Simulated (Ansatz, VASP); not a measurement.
## Al11Ga7N18: VASP beside Ansatz

One calculation is typed for both programs; each brings its own data sets. How far apart do they land? The structure shown is frame 133 of Ansatz's trajectory.

Program: Ansatz 0.2.0. Level of theory: plane waves, with VASP 6.6.1 beside it; single point at PBE. Results are calculated unless marked as measured.

### 1. The starting structure

The cell holds 72 atoms: 22 Al, 36 N and 14 Ga. Its edges and angles: a = 9.426 Å, b = 9.426 Å, c = 10.122 Å, α = 90.0°, β = 90.0°, γ = 120.0°. It derives from AlN (wurtzite), repeated 3×3×2. Wurtzite AlN, 3 x 3 x 2 conventional cells, 14 of 36 Al sites given to Ga at random (x = 0.389), lattice by Vegard's rule (a = 3.142 A, c = 5.061 A); (so at first; earlier steps may have moved the atoms), displaced by a Gaussian of 0.02 A.

Structure file:

```
Al N Ga
1.0
     9.42570    0.00000    0.00000
    -4.71285    8.16290    0.00000
     0.00000    0.00000   10.12180
Al N Ga
22 36 14
Direct
  0.00914 0.00228 0.98457
  0.10636 0.22687 0.24335
  0.11369 0.22265 0.75000
  0.00744 0.33967 0.99989
  0.11653 0.56226 0.24246
  0.11019 0.55026 0.75214
  0.00595 0.66628 0.00290
  0.10623 0.90325 0.24761
  0.34256 0.00905 0.00206
  0.44554 0.22662 0.25601
  0.33100 0.99541 0.50898
  0.45018 0.22624 0.75432
  0.33605 0.34200 0.00200
  0.43526 0.54413 0.24930
  0.44548 0.54702 0.74746
  0.44203 0.89469 0.26014
  0.34368 0.67559 0.49998
  0.78464 0.23483 0.76403
  0.66150 0.33155 0.00392
  0.77604 0.55141 0.24636
  0.79056 0.56599 0.74864
  0.65965 0.66049 0.49892
  0.10386 0.21552 0.05113
  0.00116 0.01130 0.31376
  0.11106 0.22219 0.56254
  0.99134 0.00837 0.80472
  0.11862 0.56421 0.05402
  0.00220 0.33740 0.31220
  0.12299 0.57635 0.56967
  0.00018 0.32806 0.80267
  0.12044 0.90358 0.05482
  0.99977 0.67268 0.30465
  0.11688 0.89588 0.57249
  0.00840 0.65539 0.81969
  0.44147 0.22947 0.06013
  0.33030 0.00332 0.32003
  0.42478 0.21148 0.56761
  0.33720 0.00517 0.81308
  0.43669 0.55717 0.06008
  0.31799 0.33442 0.29300
  0.44004 0.56511 0.56703
  0.33108 0.33054 0.81456
  0.44833 0.88977 0.06657
  0.32834 0.65768 0.29963
  0.44789 0.90037 0.55258
  0.32946 0.65654 0.81068
  0.76554 0.21413 0.04865
  0.65927 0.01133 0.31214
  0.77682 0.22777 0.56915
  0.66341 0.00292 0.81409
  0.78213 0.55005 0.06162
  0.67132 0.33075 0.31152
  0.77327 0.54688 0.55936
  0.66635 0.33749 0.80385
  0.79332 0.88107 0.05268
  0.64404 0.64576 0.31417
  0.77531 0.88673 0.54795
  0.67248 0.67674 0.80462
  0.99796 0.98599 0.50391
  0.99745 0.33509 0.50241
  0.00721 0.66157 0.49424
  0.11544 0.89145 0.75432
  0.33512 0.33019 0.50268
  0.34175 0.67880 0.99733
  0.44459 0.88939 0.75186
  0.66497 0.99523 0.00578
  0.77053 0.21382 0.24705
  0.67125 0.02041 0.49877
  0.67037 0.32609 0.49965
  0.66063 0.64940 0.99754
  0.77128 0.88803 0.24851
  0.77116 0.89983 0.73952
```

### 2. Ansatz: dynamics, PBE

Ansatz runs on its default PAW (the set named soft_2) files.

One frame of this run of dynamics is then solved in both programs, so the motion causes no difference.

input.yaml

```yaml
crystal:
  lattice:
    - [9.4257, 0.0, 0.0]
    - [-4.71285, 8.1629, 0.0]
    - [0.0, 0.0, 10.1218]
  atoms:
    - { symbol: Al, position: [0.00176, 0.00211, 0.00107] }
    - { symbol: "N", position: [0.11097, 0.22511, 0.06032] }
    - { symbol: Al, position: [0.11106, 0.22216, 0.24811] }
    - { symbol: "N", position: [0.99675, 0.00158, 0.30879] }
    - { symbol: Ga, position: [0.00144, 0.00161, 0.49912] }
    - { symbol: "N", position: [0.10949, 0.22446, 0.56035] }
    - { symbol: Al, position: [0.11061, 0.22397, 0.74722] }
    - { symbol: "N", position: [0.003, 0.00473, 0.80899] }
    - { symbol: Al, position: [0.99935, 0.33639, 0.00045] }
    - { symbol: "N", position: [0.10477, 0.55227, 0.06014] }
    - { symbol: Al, position: [0.10872, 0.55463, 0.24849] }
    - { symbol: "N", position: [0.99881, 0.33457, 0.31069] }
    - { symbol: Ga, position: [0.00176, 0.33778, 0.49644] }
    - { symbol: "N", position: [0.11027, 0.55477, 0.56107] }
    - { symbol: Al, position: [0.10679, 0.55211, 0.74992] }
    - { symbol: "N", position: [0.99953, 0.33497, 0.80923] }
    - { symbol: Al, position: [0.99626, 0.66497, 0.99733] }
    - { symbol: "N", position: [0.11083, 0.88758, 0.05823] }
    - { symbol: Al, position: [0.1093, 0.88932, 0.25382] }
    - { symbol: "N", position: [0.99678, 0.66458, 0.30927] }
    - { symbol: Ga, position: [0.99397, 0.6639, 0.50259] }
    - { symbol: "N", position: [0.11147, 0.88868, 0.56214] }
    - { symbol: Ga, position: [0.11452, 0.89011, 0.74908] }
    - { symbol: "N", position: [0.00174, 0.67034, 0.80706] }
    - { symbol: Al, position: [0.33722, 0.00106, 0.00056] }
    - { symbol: "N", position: [0.44715, 0.22273, 0.05935] }
    - { symbol: Al, position: [0.44669, 0.22707, 0.24817] }
    - { symbol: "N", position: [0.33066, 0.99882, 0.31177] }
    - { symbol: Al, position: [0.33366, 0.99805, 0.50206] }
    - { symbol: "N", position: [0.44485, 0.21934, 0.55804] }
    - { symbol: Al, position: [0.4453, 0.22201, 0.74903] }
    - { symbol: "N", position: [0.33176, 2.0e-05, 0.812] }
    - { symbol: Al, position: [0.33674, 0.33259, 0.9994] }
    - { symbol: "N", position: [0.44571, 0.55827, 0.06132] }
    - { symbol: Al, position: [0.44396, 0.55232, 0.24908] }
    - { symbol: "N", position: [0.33442, 0.33684, 0.3129] }
    - { symbol: Ga, position: [0.33648, 0.33561, 0.50217] }
    - { symbol: "N", position: [0.44981, 0.5622, 0.55959] }
    - { symbol: Al, position: [0.45069, 0.55959, 0.75189] }
    - { symbol: "N", position: [0.33565, 0.33571, 0.80689] }
    - { symbol: Ga, position: [0.32954, 0.66641, 0.99885] }
    - { symbol: "N", position: [0.4443, 0.88882, 0.06487] }
    - { symbol: Al, position: [0.44164, 0.88615, 0.25007] }
    - { symbol: "N", position: [0.33176, 0.66652, 0.30942] }
    - { symbol: Al, position: [0.3323, 0.66556, 0.50026] }
    - { symbol: "N", position: [0.44088, 0.88823, 0.56148] }
    - { symbol: Ga, position: [0.44652, 0.89164, 0.7488] }
    - { symbol: "N", position: [0.33697, 0.66971, 0.80917] }
    - { symbol: Ga, position: [0.67042, 0.00344, 0.0018] }
    - { symbol: "N", position: [0.7807, 0.22517, 0.05676] }
    - { symbol: Ga, position: [0.77937, 0.22243, 0.24833] }
    - { symbol: "N", position: [0.66832, 0.99814, 0.3118] }
    - { symbol: Ga, position: [0.66787, 0.00381, 0.50264] }
    - { symbol: "N", position: [0.77527, 0.22584, 0.56254] }
    - { symbol: Al, position: [0.78245, 0.22055, 0.75353] }
    - { symbol: "N", position: [0.66853, 0.00352, 0.81014] }
    - { symbol: Al, position: [0.66573, 0.33303, 0.99824] }
    - { symbol: "N", position: [0.77682, 0.55571, 0.06228] }
    - { symbol: Al, position: [0.77486, 0.55348, 0.24914] }
    - { symbol: "N", position: [0.6677, 0.3326, 0.30866] }
    - { symbol: Ga, position: [0.66503, 0.33263, 0.49681] }
    - { symbol: "N", position: [0.77951, 0.5582, 0.56078] }
    - { symbol: Al, position: [0.77554, 0.55488, 0.74886] }
    - { symbol: "N", position: [0.66475, 0.33155, 0.81141] }
    - { symbol: Ga, position: [0.66553, 0.66649, 0.00159] }
    - { symbol: "N", position: [0.78173, 0.89616, 0.05971] }
    - { symbol: Ga, position: [0.77632, 0.88645, 0.24942] }
    - { symbol: "N", position: [0.66815, 0.66564, 0.30972] }
    - { symbol: Al, position: [0.66676, 0.66089, 0.50288] }
    - { symbol: "N", position: [0.78008, 0.88808, 0.55618] }
    - { symbol: Ga, position: [0.77718, 0.88966, 0.74874] }
    - { symbol: "N", position: [0.6642, 0.66568, 0.80999] }
kpoints:
  mp_grid: { grid: [1, 1, 1] }
hamiltonian:
  xc: pbe
scf:
  occupations: { method: gaussian, width: 0.05 }
output:
  forces: true
md:
  timestep: 1.0
  n_steps: 400
  ensemble: nvt_nose_hoover
  temperature: 900
  initial_velocities: maxwell_boltzmann
  seed: 192
```

Run with:

```console
$ ansatz run input.yaml --threads 4 --pin off --max-ram 8192MiB --backend cpu --events-out ev --progress --plain --runs-dir out
```

Numbers of over 12 decimals in the logs are rounded to 6 here.

Output:

```text
Warning: md: disabling space-group detection — thermal motion breaks the input geometry's symmetry, so no spatial operation reduces the k-mesh or symmetrises the density; time reversal is kept, so that k and −k are solved as one point where they differ and the mesh holds both, and exact exchange and, on two spinor components, a DFT+U term hold to it where the run has them: on two components no moment then forms, and  [...]
Engine: ansatz 0.2.0, aarch64-unknown-linux-gnu
Pseudopotentials: kind: paw
Pseudopotential: Al, paw, valence charge 3, recommended cutoff 420 eV (normal), Al.paw.azcp
Pseudopotential: N, paw, valence charge 5, recommended cutoff 420 eV (normal), N.paw.azcp
Pseudopotential: Ga, paw, valence charge 13, recommended cutoff 420 eV (normal), Ga.paw.azcp
Functional definition: PBE
  parameter kappa = 0.804
  parameter beta = 0.066725
  exchange = pbe_x(kappa = kappa, mu = beta*pi^2/3)
  correlation = pbe_c(beta = beta)
Crystal: 72 atoms, lattice volume = 778.782 Å³
Basis set: ecut = 420 eV, 15249 PW (Γ), exchange–correlation on 128×128×144 points (8 copies of the dense FFT grid, shifted against one another)
Bands: 286, of which v1, the nominal top of the filled ones, is band 214 counted from 1 (213 counted from 0)
Symmetry: 1 space group operations
k-points: 1
Non-local potential: Al, projectors of the file, l = 0: 2, l = 1: 2, l = 2: 1
Non-local potential: N, projectors of the file, l = 0: 2, l = 1: 2, l = 2: 1
Non-local potential: Ga, projectors of the file, l = 0: 2, l = 1: 2, l = 2: 3, l = 3: 1
PAW form: soft (Blöchl's): semilocal exchange-correlation on the pseudo side does not see the compensation charge
PAW one-centre angular grid: Al, 110 points (default); XC on 64 Gauss nodes
PAW one-centre angular grid: N, 110 points (default); XC on 64 Gauss nodes
PAW one-centre angular grid: Ga, 590 points (default); XC on 64 Gauss nodes
Initial density: superposition of atomic densities (neutral atoms: chi_scale 0, normalization atom), corrected by the library's trained network
Initial wavefunctions: pseudopotential atomic-orbital guess
Functional: x = pbe(κ = 0.804, μ = 0.219515), c = pbe(β = 0.066725)
SCF iter   1: F=—  HF=-78678.229116 eV  |F-HF|=—  |Δ(HF+E_count)|=         —  Δρ=4.64e-3  dr2=1.82e-1  ethr=1.77e-3  ⟨swp⟩=6.0  Hψ=1234  notcnv=0  defer=9
preconditioner: auto → Resta (q_TF=auto, 2.469 Å⁻¹)  ε∞=4.3  [insulator: Δε(μ)=3.182 eV  Ē_g=15.250 eV  σ=0.050 eV  W_gap=1.00  n_scr=210 (ndim 8)  ℏωp=27.5 eV  f_vac=0.000  D(μ)=0.00/eV (n_scr^D=0)  ε∞_Penn≈4.3]
SCF iter   2: F=—  HF=-78678.186455 eV  |F-HF|=—  |Δ(HF+E_count)|=   4.27e-2  Δρ=1.89e-3  dr2=2.07e-2  ethr=4.25e-5  ⟨swp⟩=2.0  Hψ=541  notcnv=0  defer=50
SCF iter   3: F=—  HF=-78678.186588 eV  |F-HF|=—  |Δ(HF+E_count)|=   1.34e-4  Δρ=8.79e-4  dr2=5.56e-3  ethr=4.84e-6  ⟨swp⟩=1.0  Hψ=221  notcnv=0  defer=50
SCF iter   4: F=—  HF=-78678.187283 eV  |F-HF|=—  |Δ(HF+E_count)|=   6.94e-4  Δρ=2.09e-4  dr2=2.85e-4  ethr=1.30e-6  ⟨swp⟩=3.0  Hψ=435  notcnv=0  defer=50
SCF iter   5: F=—  HF=-78678.187203 eV  |F-HF|=—  |Δ(HF+E_count)|=   7.96e-5  Δρ=9.47e-5  dr2=5.17e-5  ethr=6.65e-8  ⟨swp⟩=2.0  Hψ=434  notcnv=0  defer=50
SCF iter   6: F=—  HF=-78678.185489 eV  |F-HF|=—  |Δ(HF+E_count)|=   1.71e-3  Δρ=2.90e-5  dr2=6.50e-6  ethr=1.21e-8  ⟨swp⟩=2.0  Hψ=500  notcnv=0  defer=65
SCF iter   7: F=—  HF=-78678.185491 eV  |F-HF|=—  |Δ(HF+E_count)|=   2.05e-6  Δρ=1.04e-5  dr2=7.59e-7  ethr=1.52e-9  ⟨swp⟩=2.0  Hψ=429  notcnv=0  defer=65
SCF iter   8: F=-78678.185491 eV  HF=-78678.185491 eV  |F-HF|=1.50e-8  |Δ(HF+E_count)|=   2.55e-7  Δρ=2.31e-6  dr2=4.61e-8  ethr=1.68e-11  ⟨swp⟩=2.0  Hψ=937  notcnv=0
SCF 1 converged in 8 iterations: F = -78678.185491 eV  dr2 = 4.61e-8
  greatest PAW one-centre occupation: 0.996 electrons in one spin orbital (limit 2), on the Ga atom at site 22 (counted from 0), in its partial waves of l = 2
md step     0: t =     0.00 fs  T =   900.0 K  F+E_penalty+E_count = -78678.18549114 eV  E_kin = 8.259714 eV  conserved = -78669.92577721 eV  (8 SCF iters)
[...]
md step   382: t =   382.00 fs  T =   956.8 K  F+E_penalty+E_count = -78671.51075190 eV  E_kin = 8.780992 eV  conserved = -78669.90894546 eV  (3 SCF iters)
md step   383: t =   383.00 fs  T =   954.6 K  F+E_penalty+E_count = -78671.47103489 eV  E_kin = 8.760569 eV  conserved = -78669.90846910 eV  (3 SCF iters)
md step   384: t =   384.00 fs  T =   950.6 K  F+E_penalty+E_count = -78671.41562917 eV  E_kin = 8.724221 eV  conserved = -78669.90797525 eV  (4 SCF iters)
md step   385: t =   385.00 fs  T =   945.7 K  F+E_penalty+E_count = -78671.35161027 eV  E_kin = 8.678889 eV  conserved = -78669.90758116 eV  (4 SCF iters)
md step   386: t =   386.00 fs  T =   940.4 K  F+E_penalty+E_count = -78671.28457422 eV  E_kin = 8.630106 eV  conserved = -78669.90735242 eV  (3 SCF iters)
md step   387: t =   387.00 fs  T =   935.0 K  F+E_penalty+E_count = -78671.21768164 eV  E_kin = 8.581063 eV  conserved = -78669.90726704 eV  (3 SCF iters)
md step   388: t =   388.00 fs  T =   929.8 K  F+E_penalty+E_count = -78671.15195945 eV  E_kin = 8.532902 eV  conserved = -78669.90722374 eV  (3 SCF iters)
md step   389: t =   389.00 fs  T =   924.7 K  F+E_penalty+E_count = -78671.08773606 eV  E_kin = 8.486099 eV  conserved = -78669.90709252 eV  (3 SCF iters)
md step   390: t =   390.00 fs  T =   919.9 K  F+E_penalty+E_count = -78671.02651016 eV  E_kin = 8.442263 eV  conserved = -78669.90677799 eV  (7 SCF iters)
md step   391: t =   391.00 fs  T =   915.9 K  F+E_penalty+E_count = -78670.97233598 eV  E_kin = 8.405483 eV  conserved = -78669.90626697 eV  (4 SCF iters)
md step   392: t =   392.00 fs  T =   913.4 K  F+E_penalty+E_count = -78670.93204479 eV  E_kin = 8.382546 eV  conserved = -78669.90563663 eV  (3 SCF iters)
md step   393: t =   393.00 fs  T =   913.3 K  F+E_penalty+E_count = -78670.91412152 eV  E_kin = 8.381832 eV  conserved = -78669.90503231 eV  (4 SCF iters)
md step   394: t =   394.00 fs  T =   916.5 K  F+E_penalty+E_count = -78670.92657145 eV  E_kin = 8.411232 eV  conserved = -78669.90462221 eV  (4 SCF iters)
md step   395: t =   395.00 fs  T =   923.5 K  F+E_penalty+E_count = -78670.97445087 eV  E_kin = 8.475722 eV  conserved = -78669.90454413 eV  (3 SCF iters)
md step   396: t =   396.00 fs  T =   934.4 K  F+E_penalty+E_count = -78671.05783094 eV  E_kin = 8.575366 eV  conserved = -78669.90486307 eV  (3 SCF iters)
md step   397: t =   397.00 fs  T =   948.5 K  F+E_penalty+E_count = -78671.17084194 eV  E_kin = 8.704363 eV  conserved = -78669.90554875 eV  (3 SCF iters)
md step   398: t =   398.00 fs  T =   964.5 K  F+E_penalty+E_count = -78671.30213964 eV  E_kin = 8.851507 eV  conserved = -78669.90648051 eV  (3 SCF iters)
md step   399: t =   399.00 fs  T =   980.9 K  F+E_penalty+E_count = -78671.43672766 eV  E_kin = 9.001971 eV  conserved = -78669.90747461 eV  (3 SCF iters)
[...]
md step   400: t =   400.00 fs  T =   995.9 K  F+E_penalty+E_count = -78671.55869371 eV  E_kin = 9.139996 eV  conserved = -78669.90833174 eV  (7 SCF iters)
SCF converged after 7 iterations
Free energy (F): -78671.558694 eV
Harris-Foulkes:  -78671.558694 eV  (|F-HF|=2.61e-8)
Internal energy: -78671.558694 eV  (E = F + TS)
E sigma→0 (E₀):  -78671.558694 eV
Fermi energy:    9.828909 eV
--- Per-component energies (eV) ---
  E_band       = 136.047441
  E_kinetic    = 6987.205717
  E_local      = -40353.717428  (includes V_loc(G=0)·N_el)
  E_nonlocal   = 7864.470371
  E_hartree    = 18267.589307
  E_xc         = -4044.360236
  E_vxc        = -4254.300539  (∫ρ·V_xc dr)
  E_paw        = -42783.909295  (= ΣΔE_a)
  E_vpaw       = -6642.795408  (= ΣTr[D̂ρ^β])
  E_aug_tail   = 0.002012  (compensation charges beyond the density's cutoff)
  E_ewald      = -24608.839141
  E_smearing   = -0.000000  (= −TS)
  E_closure    = 0.000000  (closes the sum)
  Σ components = -78671.558694   (vs F -78671.558694, Δ=0.00e0)
--- Forces (eV/Å), atoms counted from 1 ---
  atom   1  Al    -3.34911149     0.65038196    -0.89364747
  atom   2  N      1.38699026     0.35348665     0.61622916
  atom   3  Al    -0.44414390     2.22457658     1.67506266
  atom   4  N     -0.22301863    -1.90633783    -1.02296044
  atom   5  Ga    -0.15367539    -2.25043591     0.08586821
  atom   6  N     -2.26604290     3.36833665    -0.44250343
  atom   7  Al     1.45173904     0.39935753     0.72517402
  atom   8  N     -1.72846341    -2.60827015    -0.58557449
  atom   9  Al    -0.73541666     1.64649013    -0.99690765
  atom  10  N      0.01435927     1.53128596     0.43253189
  atom  11  Al    -0.81016242    -2.40450884    -1.52858135
  atom  12  N      0.55475428    -0.59598047     1.50244970
  atom  13  Ga    -0.25381869    -1.37144963    -0.06764878
  atom  14  N      0.53173920     1.60541945    -0.28744964
  atom  15  Al     0.29386904     0.79876565    -0.75473611
  atom  16  N      0.09534773    -0.81529242     0.52011589
  atom  17  Al     0.76175126     0.62584893     0.04779039
  atom  18  N      1.01381015    -1.38789433     0.60824538
  atom  19  Al    -2.18007873    -0.65004054     0.00066074
  atom  20  N     -0.61740743     0.30892951     0.16499909
  atom  21  Ga     1.71687346     0.80723571     0.95048424
  atom  22  N     -0.18706625    -0.90757624    -0.84756230
  atom  23  Ga     1.29969607     0.64051470    -0.09612630
  atom  24  N     -2.36043545    -0.41268587     0.56710145
[...]
atom  65  Ga    -0.35494706    -0.89761619     0.89292162
  atom  66  N      1.80600640     0.79428522     2.31002071
  atom  67  Ga     0.99165587     1.65020139    -2.06308328
  atom  68  N      2.62908370     1.22415668     2.31108325
  atom  69  Al    -0.15352252    -0.34880206     0.07791035
  atom  70  N      0.56174752    -0.23230287    -1.65588459
  atom  71  Ga    -0.52649669     0.76405438     1.11807525
  atom  72  N      1.29500463     0.34335635    -2.28195843
  max |Σ_I F_I| component: 2.39e-5 eV/Å
--- MD trajectory: 400 steps, t = 0.0 → 400.0 fs ---
  final state: T = 995.9 K   F+E_penalty+E_count = -78671.55869371 eV   E_kin = 9.139996 eV
  conserved energy: peak-to-peak 2.132e-2 eV (2.961e-4 eV/atom) over 400.0 fs
```

The column dr2 measures how far the density is from self-consistency, as an energy; F and HF (Harris–Foulkes) agree once it is small.

(Part 1 of 2 ends here.)

[Lines on the potential files, build, host, timing and source positions are cut from VASP's logs without a mark.]

[Logs are printed without paths, hosts, clocks, repeated set-up lines and the standing remarks that a program may print on its own settings, such as how far it seeks lower states.]

[Hosts, paths, dates, database ids (printed as entryN), source tags and the programs' standing remarks are cut or masked in the printed files.]
